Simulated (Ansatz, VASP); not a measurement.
# TaSi2N4 (TaSi2N4 bilayer, AA'): VASP beside Ansatz, part 2 of 2

One calculation is typed for both programs; each brings its own data sets. How far apart do they land? The structure shown is the start of the Ansatz relaxation below; VASP solves that cell, so the two are compared at the walk's first step.

VASP 6.6.1 and Ansatz 0.2.0.

So far: The structure; Ansatz: relaxation, PBE with D3(BJ).

### Step 3. VASP: single point, PBE with D3(BJ), start cell

Level of this step: PBE with D3(BJ), spin-polarised from a ferromagnetic start; plane waves and PAW (N, Si, Ta_pv) (VASP).

The same cell, functional, mesh and smearing now go to VASP, with its own data sets.

Lines of VASP's logs that name or quote its potential files are left out, and so is its time.

The input, INCAR:

```
SYSTEM = TaSi2N4
PREC = Accurate
ENCUT = 520
EDIFF = 1E-06
NELM = 200
ISMEAR = -1
SIGMA = 0.05
LREAL = .FALSE.
ALGO = Normal
GGA = PE
IVDW = 12
NBANDS = 61
ISPIN = 2
MAGMOM = 0.01 0.01 0.01 0.01 0.01 0.01 0.01 0.01 0 0 0 0 0.24 0.24
LASPH = .TRUE.
LMAXMIX = 4
LORBIT = 11
LWAVE = .FALSE.
LCHARG = .FALSE.
ISIF = 2
LDIPOL = .TRUE.
IDIPOL = 3
DIPOL = 0.5 0.5 0.5
LVHAR = .TRUE.
GGA_COMPAT = .FALSE.
NELMDL = -8
KPAR = 4
```

The input, POSCAR:

```
TaSi2N4
1.0
    2.9200000000      0.0000000000      0.0000000000
   -1.4600000000      2.5287940000      0.0000000000
    0.0000000000      0.0000000000     66.7552950000
N Si Ta
8 4 2
Direct
    0.0000000000      0.0000000000      0.3662630807
    0.3333333992      0.6666667985      0.3995103609
    0.3333333992      0.6666667985      0.4427845761
    0.0000000000      0.0000000000      0.4760318563
    0.3333333992      0.6666667985      0.5239681287
    0.0000000000      0.0000000000      0.5572154239
    0.0000000000      0.0000000000      0.6004896391
    0.3333333992      0.6666667985      0.6337369193
    0.3333333992      0.6666667985      0.3732952120
    0.3333333992      0.6666667985      0.4689997250
    0.0000000000      0.0000000000      0.5310002750
    0.0000000000      0.0000000000      0.6267047880
    0.0000000000      0.0000000000      0.4211474760
    0.3333333992      0.6666667985      0.5788525240
```

The input, KPOINTS:

```
Automatic mesh
0
Gamma
12 12 1
0 0 0
```

Potentials, in the order of the species: N, Si and Ta_pv (PBE family, release 64).

The run is started by

```console
mpirun -np 4 vasp_std
```

Numbers of over 12 decimals in the logs are rounded to 6 here.

Log:

```text
[banner, memory and clock lines left out]
running    4 mpi-ranks, on    1 nodes
 distrk:  each k-point on    1 cores,    4 groups
 distr:  one band on    1 cores,    1 groups

 POSCAR found type information on POSCAR N SiTa
 POSCAR found :  3 types and      14 ions
 LDA part: xc-table for (Slater+PW92), standard interpolation
|                                                                             |
|           W    W    AA    RRRRR   N    N  II  N    N   GGGG   !!!           |
|           W    W   A  A   R    R  NN   N  II  NN   N  G    G  !!!           |
|           W    W  A    A  R    R  N N  N  II  N N  N  G       !!!           |
|           W WW W  AAAAAA  RRRRR   N  N N  II  N  N N  G  GGG   !            |
|           WW  WW  A    A  R   R   N   NN  II  N   NN  G    G                |
|           W    W  A    A  R    R  N    N  II  N    N   GGGG   !!!           |
|                                                                             |
|     One of the lattice vectors is very long (>50 A), but AMIN is rather     |
|     large. This can spoil convergence since charge sloshing might occur     |
|     along the long lattice vector. If problems with convergence are         |
|     observed, try to decrease AMIN to a smaller value (e.g. 0.01).          |
|     Note: This warning only applies if the self-consistency cycle is        |
|     used.                                                                   |
|                                                                             |

 POSCAR, INCAR and KPOINTS ok, starting setup
 FFT: planning ... GRIDC
 FFT: planning ... GRID_SOFT
 FFT: planning ... GRID
 WAVECAR not read
 entering main loop
       N       E                     dE             d eps       ncg     rms          rms(c)
DAV:   1     0.629556072239E+03    0.62956E+03   -0.34803E+04  5188   0.103E+03
DAV:   2    -0.580828733384E+02   -0.68764E+03   -0.65445E+03  6325   0.269E+02
DAV:   3    -0.140869791447E+03   -0.82787E+02   -0.81445E+02  5950   0.911E+01
DAV:   4    -0.143662448892E+03   -0.27927E+01   -0.27730E+01  5992   0.196E+01
DAV:   5    -0.143745052031E+03   -0.82603E-01   -0.82364E-01  6032   0.302E+00
DAV:   6    -0.143747884810E+03   -0.28328E-02   -0.28310E-02  5996   0.602E-01
DAV:   7    -0.143747980203E+03   -0.95393E-04   -0.95376E-04  6176   0.103E-01
DAV:   8    -0.143747984014E+03   -0.38112E-05   -0.38105E-05  5915   0.205E-02    0.398E+01
DAV:   9    -0.125385004941E+03    0.18363E+02   -0.70813E+01  5465   0.328E+01    0.167E+01
DAV:  10    -0.124822525498E+03    0.56248E+00   -0.10723E+01  5498   0.142E+01    0.115E+01
DAV:  11    -0.124130957545E+03    0.69157E+00   -0.16652E+00  5608   0.690E+00    0.250E+00
DAV:  12    -0.124099270838E+03    0.31687E-01   -0.22981E-01  5826   0.213E+00    0.110E+00
DAV:  13    -0.124093503967E+03    0.57669E-02   -0.18714E-02  5651   0.620E-01    0.612E-01
DAV:  14    -0.124085748685E+03    0.77553E-02   -0.63887E-03  5674   0.307E-01    0.195E-01
[...]
DAV:  23    -0.124135325574E+03   -0.20966E-01   -0.79026E-05  5603   0.218E-02    0.120E-02
DAV:  24    -0.124138543683E+03   -0.32181E-02   -0.25276E-05  5826   0.129E-02    0.911E-03
DAV:  25    -0.124139148650E+03   -0.60497E-03   -0.60431E-06  5091   0.633E-03    0.797E-03
DAV:  26    -0.124139404929E+03   -0.25628E-03   -0.37599E-06  4868   0.484E-03    0.752E-03
DAV:  27    -0.124139454141E+03   -0.49212E-04   -0.73513E-07  4427   0.239E-03    0.744E-03
DAV:  28    -0.124139466141E+03   -0.12000E-04   -0.25719E-07  4122   0.155E-03    0.735E-03
DAV:  29    -0.124139468684E+03   -0.25435E-05   -0.10816E-07  3915   0.100E-03    0.735E-03
DAV:  30    -0.124139467780E+03    0.90430E-06   -0.26402E-08  3575   0.539E-04
   1 F= -.12792142E+03 E0= -.12790057E+03  d E =-.416982E-01  mag=     0.5200
```

Parts of OUTCAR (step 3):

```text
ion  position               nearest neighbor table
   1  0.000  0.000  0.366-   9 1.75   9 1.75   9 1.75
   2  0.333  0.667  0.400-   9 1.75  13 2.22  13 2.22  13 2.22
   3  0.333  0.667  0.443-  10 1.75  13 2.22  13 2.22  13 2.22
   4  0.000  0.000  0.476-  10 1.75  10 1.75  10 1.75
   5  0.333  0.667  0.524-  11 1.75  11 1.75  11 1.75
   6  0.000  0.000  0.557-  11 1.75  14 2.22  14 2.22  14 2.22
   7  0.000  0.000  0.600-  12 1.75  14 2.22  14 2.22  14 2.22
   8  0.333  0.667  0.634-  12 1.75  12 1.75  12 1.75
   9  0.333  0.667  0.373-   1 1.75   1 1.75   2 1.75   1 1.75
  10  0.333  0.667  0.469-   4 1.75   4 1.75   3 1.75   4 1.75
  11  0.000  0.000  0.531-   6 1.75   5 1.75   5 1.75   5 1.75
  12  0.000  0.000  0.627-   8 1.75   8 1.75   7 1.75   8 1.75
  13  0.000  0.000  0.421-   3 2.22   3 2.22   3 2.22   2 2.22   2 2.22   2 2.22
  14  0.333  0.667  0.579-   6 2.22   6 2.22   6 2.22   7 2.22   7 2.22   7 2.22

  LATTYP: Found a hexagonal cell.
 ALAT       =     2.9200000000
 C/A-ratio  =    22.8614023973

 Subroutine GETGRP returns: Found 12 space group operations
 (whereof  6 operations were pure point group operations)

The static configuration has the point symmetry C_3v.
 The point group associated with its full space group is D_3d.

 Found     19 irreducible k-points:

   k-points           NKPTS =     19   k-points in BZ     NKDIM =     19   number of bands    NBANDS=     61

   dimension x,y,z NGX =    24 NGY =   24 NGZ =  500
   dimension x,y,z NGXF=    48 NGYF=   48 NGZF= 1000

   ENCUT  =  520.0 eV  38.22 Ry    6.18 a.u.   5.43  5.43124.12*2*pi/ulx,y,z

   NELECT =      78.0000    total number of electrons

 k-points in reciprocal lattice and weights: Automatic mesh
   0.00000000  0.00000000  0.00000000       0.007
   0.08333333  0.00000000  0.00000000       0.042
   0.16666667  0.00000000  0.00000000       0.042
   0.25000000  0.00000000  0.00000000       0.042
   0.33333333  0.00000000  0.00000000       0.042
   0.41666667 -0.00000000  0.00000000       0.042
   0.50000000  0.00000000  0.00000000       0.021
   0.08333333  0.08333333  0.00000000       0.042
   0.16666667  0.08333333  0.00000000       0.083
[...]
0.33333333  0.25000000  0.00000000       0.083
   0.33333333  0.33333333  0.00000000       0.014

 dipolmoment           0.000000      0.000000      0.000005 electrons x Angstroem

 average (electrostatic) potential at core
       1 -70.2763       2 -69.4482       3 -69.4513       4 -70.2874       5 -70.2873
       6 -69.4512       7 -69.4481       8 -70.2762       9 -91.6160      10 -91.6297
      11 -91.6296      12 -91.6159      13 -44.3557      14 -44.3556

 E-fermi :  -1.8516

 spin component 1
 k-point     1 :       0.0000    0.0000    0.0000
  band No.  band energies     occupation
    ...
     34      -3.6520      1.00000
     35      -2.5613      1.00000
     36      -2.5613      1.00000
     37      -2.5611      1.00000
     38      -2.5611      1.00000
     39      -1.7277      0.07747
     40      -1.6361      0.01326
     41       1.4808      0.00000
     42       1.4808      0.00000
     43       1.4811      0.00000
    ...

 k-point     2 :       0.0833    0.0000    0.0000
  band No.  band energies     occupation
    ...
     34      -3.6278      1.00000
     35      -2.7506      1.00000
     36      -2.7480      1.00000
     37      -2.6992      1.00000
     38      -2.6988      1.00000
     39      -1.7023      0.04803
     40      -1.6435      0.01534
     41       1.2451      0.00000
     42       1.2932      0.00000
     43       1.5346      0.00000
    ...

 k-point     3 :       0.1667    0.0000    0.0000
  band No.  band energies     occupation
    ...
     34      -3.3443      1.00000
     35      -3.2261      1.00000
     36      -3.1812      1.00000
     37      -3.0437      1.00000
     38      -3.0429      1.00000
     39      -1.8476      0.48017
     40      -1.8391      0.43803
     41       1.1057      0.00000
     42       1.1899      0.00000
     43       1.7394      0.00000
    ...

 k-point     4 :       0.2500    0.0000    0.0000
  band No.  band energies     occupation
    ...
     36      -3.4549      1.00000
     37      -2.9698      1.00000
     38      -2.9687      1.00000
     39      -2.1479      0.99734
     40      -2.1405      0.99691
     41       1.2812      0.00000
     42       1.3556      0.00000
     43       2.2095      0.00000
     44       2.2102      0.00000
     45       2.4161      0.00000
    ...

 k-point     5 :       0.3333    0.0000    0.0000
  band No.  band energies     occupation
    ...
     36      -3.5929      1.00000
     37      -2.6948      1.00000
     38      -2.6931      1.00000
     39      -2.3014      0.99988
     40      -2.2685      0.99976
     41       1.4767      0.00000
     42       1.5535      0.00000
     43       1.9592      0.00000
     44       2.0455      0.00000
     45       3.0027      0.00000
    ...

 k-point     6 :       0.4167   -0.0000    0.0000
  band No.  band energies     occupation
    ...
     36      -3.6586      1.00000
     37      -2.5594      1.00000
     38      -2.5573      1.00000
     39      -2.3552      0.99996
     40      -2.3207      0.99992
     41       1.2544      0.00000
     42       1.3202      0.00000
     43       1.5025      0.00000
     44       1.5691      0.00000
     45       3.5898      0.00000
    ...

 Edisp (eV)   -3.78195

  Total       2.06575     2.06575   -23.28906     0.00000     0.00000     0.00000
  in kB       6.71437     6.71437   -75.69733     0.00000     0.00000     0.00000
  external pressure =      -20.76 kB  Pullay stress =        0.00 kB

  energy-cutoff  :      520.00
  volume of cell :      492.93
      direct lattice vectors                 reciprocal lattice vectors
     2.920000000  0.000000000  0.000000000     0.342465753  0.197722709  0.000000000
    -1.460000000  2.528794000  0.000000000     0.000000000  0.395445418  0.000000000
     0.000000000  0.000000000 66.755295000     0.000000000  0.000000000  0.014980085

 POSITION                                       TOTAL-FORCE (eV/Angst)
 -----------------------------------------------------------------------------------
      0.00000      0.00000     24.45000         0.000000     -0.000000     -0.671083
     -0.00000      1.68586     26.66943         0.000000      0.000000      3.348242
     -0.00000      1.68586     29.55821        -0.000000      0.000000     -3.335921
      0.00000      0.00000     31.77765         0.000000      0.000000      0.667837
     -0.00000      1.68586     34.97765        -0.000000     -0.000000     -0.667837
      0.00000      0.00000     37.19708         0.000000     -0.000000      3.335921
      0.00000      0.00000     40.08586        -0.000000     -0.000000     -3.348242
     -0.00000      1.68586     42.30530        -0.000000      0.000000      0.671083
     -0.00000      1.68586     24.91943         0.000000     -0.000000      1.021004
     -0.00000      1.68586     31.30821        -0.000000     -0.000000     -0.929516
      0.00000      0.00000     35.44708         0.000000     -0.000000      0.929516
      0.00000      0.00000     41.83586        -0.000000     -0.000000     -1.021004
      0.00000      0.00000     28.11382        -0.000000     -0.000000      0.015659
     -0.00000      1.68586     38.64147         0.000000     -0.000000     -0.015659
 -----------------------------------------------------------------------------------
    total drift:                                0.000000     -0.000950      0.001237

  FREE ENERGIE OF THE ION-ELECTRON SYSTEM (eV)
  ---------------------------------------------------
  free  energy   TOTEN  =      -127.9214198090 eV

  energy  without entropy=     -127.8797215971  energy(sigma->0) =     -127.90057070

 vacuum level on the upper side and lower side of the slab         3.725         3.724

 total charge
# of ion       s       p       d       tot
------------------------------------------
    1        1.222   2.687   0.000   3.908
    2        1.234   2.538   0.000   3.771
    3        1.234   2.538   0.000   3.771
    4        1.222   2.687   0.000   3.910
    5        1.222   2.687   0.000   3.910
    6        1.234   2.538   0.000   3.771
    7        1.234   2.538   0.000   3.771
    8        1.222   2.687   0.000   3.908
    9        0.673   0.961   0.000   1.634
   10        0.673   0.961   0.000   1.634
   11        0.673   0.961   0.000   1.634
   12        0.673   0.961   0.000   1.634
   13        0.313   6.261   2.285   8.859
   14        0.313   6.261   2.285   8.859
--------------------------------------------------
tot         13.141  37.263   4.569  54.973

 magnetization (x)
# of ion       s       p       d       tot
------------------------------------------
    1        0.000   0.002   0.000   0.002
    2       -0.000   0.008   0.000   0.008
    3       -0.000   0.008   0.000   0.008
    4        0.000   0.002   0.000   0.002
    5        0.000   0.002   0.000   0.002
    6       -0.000   0.008   0.000   0.008
    7       -0.000   0.008   0.000   0.008
    8        0.000   0.002   0.000   0.002
    9        0.001   0.002   0.000   0.002
   10        0.001   0.002   0.000   0.002
   11        0.001   0.002   0.000   0.002
   12        0.001   0.002   0.000   0.002
   13        0.003   0.008   0.152   0.163
   14        0.003   0.008   0.152   0.163
--------------------------------------------------
tot          0.009   0.063   0.305   0.377

[... 6 further parts left out ...]
```

### Step 4. Comparison

Known differences besides the potentials themselves: VASP starts from the moments at which Ansatz ended; Ansatz cuts the interaction across the vacuum, VASP repeats the sheet with a dipole correction; the data sets hold 82 valence electrons in Ansatz (on its default PAW (the set named soft_2) files) and 78 in VASP; the cutoff is 420 eV in Ansatz and 520 eV in VASP. Total energies have different zeros and are not compared.

Forces on 7 of the 14 atoms, those with the largest forces and the largest differences (eV/Å; atoms numbered as in POSCAR):

```tsv
atom	Ansatz x, y, z	VASP x, y, z
N2	0.000, 0.000, 3.373	0.000, 0.000, 3.348
N3	0.000, 0.000, -3.359	0.000, 0.000, -3.336
N6	0.000, 0.000, 3.359	0.000, 0.000, 3.336
N7	0.000, 0.000, -3.373	0.000, 0.000, -3.348
Si9	0.000, 0.000, 1.028	0.000, 0.000, 1.021
Si11	0.000, 0.000, 0.936	0.000, 0.000, 0.930
Si12	0.000, 0.000, -1.028	0.000, 0.000, -1.021
```

The forces differ by 7.6 meV/Å r.m.s., which is 0.7 % of the r.m.s. force of 1.094 eV/Å (both taken over all components). Moments aren't recorded for both runs of this pair, so they may hold unlike magnetic states. With vacuum in the cell, a pressure given here is an average over mostly empty space and none of the material.

### Step 5. Summary of results

```json
{"r.m.s. force difference (single point, PBE with D3(BJ), start cell)": "0.69 % of the r.m.s. force"}
```

**Reading.** The r.m.s. force difference is 0.69 % of the r.m.s. force (single point, PBE with D3(BJ), start cell), within the 3 % picked in this series as the mark of a large difference. The data sets hold unlike numbers of valence electrons (82 in Ansatz and 78 in VASP), so part of the differences comes from the potentials. 1 further run of this series is not shown here. Such differences can come from data sets, numerical settings and the points named under the comparisons, not from the functional's error against experiment.

[Lines on the potential files, build, host, timing and source positions are cut from VASP's logs without a mark.]

[Logs are printed without paths, hosts, clocks, repeated set-up lines and the standing remarks that a program may print on its own settings, such as how far it seeks lower states.]

[Hosts, paths, dates, database ids (printed as entryN), source tags and the programs' standing remarks are cut or masked in the printed files.]
